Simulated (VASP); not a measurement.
A run of VASP 6.6.1:

INCAR

```
SYSTEM = Ge
PREC     = Accurate       ! precision mode
ENCUT    = 700            ! plane-wave cutoff, eV
EDIFF    = 1E-6           ! SCF threshold, eV
ISMEAR   = 0              ! smearing method
SIGMA    = 0.02           ! smearing width, eV
LREAL    = .FALSE.        ! projectors in reciprocal space
LASPH    = .TRUE.         ! aspherical terms in the spheres
NELM     = 80             ! most SCF steps
ALGO     = Normal         ! electronic algorithm
ISIF     = 2              ! what is computed and relaxed
LWAVE    = .FALSE.        ! write WAVECAR
LCHARG   = .FALSE.        ! write CHGCAR
GGA      = PE             ! functional
NBANDS   = 21             ! bands
```

The input KPOINTS:

```
Automatic mesh
0
G
  10 10 10
  0 0 0
```

Contents of POSCAR:

```
Ge                                      
1.0
    0.0000000000      2.8780711046      2.8780711046
    2.8780711046      0.0000000000      2.8780711046
    2.8780711046      2.8780711046      0.0000000000
  Ge            
     2
Direct
     0.0000000000000000    0.0000000000000000    0.0000000000000000
     0.2500000000000000    0.2500000000000000    0.2500000000000000
```

File KPOINTS_OPT:

```
path GXWKGLUWLK,UX
15
line-mode
reciprocal
 0.0000000000  0.0000000000  0.0000000000  G
 0.5000000000  0.0000000000  0.5000000000  X

 0.5000000000  0.0000000000  0.5000000000  X
 0.5000000000  0.2500000000  0.7500000000  W

 0.5000000000  0.2500000000  0.7500000000  W
 0.3750000000  0.3750000000  0.7500000000  K

 0.3750000000  0.3750000000  0.7500000000  K
 0.0000000000  0.0000000000  0.0000000000  G

 0.0000000000  0.0000000000  0.0000000000  G
 0.5000000000  0.5000000000  0.5000000000  L

 0.5000000000  0.5000000000  0.5000000000  L
 0.6250000000  0.2500000000  0.6250000000  U

 0.6250000000  0.2500000000  0.6250000000  U
 0.5000000000  0.2500000000  0.7500000000  W

 0.5000000000  0.2500000000  0.7500000000  W
 0.5000000000  0.5000000000  0.5000000000  L

 0.5000000000  0.5000000000  0.5000000000  L
 0.3750000000  0.3750000000  0.7500000000  K

 0.6250000000  0.2500000000  0.6250000000  U
 0.5000000000  0.0000000000  0.5000000000  X
```

Potentials or basis: VASP PAW PBE potentials, release 64 (Ge_d).

Command:

```sh
$ cat potpaw_PBE.64/Ge_d/POTCAR > POTCAR
$ mpirun -np 1 vasp_std > vasp.out
```

Hardware: 1 thread of Intel(R) Xeon(R) Platinum 8375C CPU @ 2.90GHz (Ice Lake), with other jobs on the host.

Problem. How long does it take, and how much memory?

Solution. Run time: 2.4 min on 1 thread of Intel(R) Xeon(R) Platinum 8375C CPU @ 2.90GHz (Ice Lake), with other jobs on the host, peak memory 0.26 GiB. Counts: scf iterations 51, k points 47.
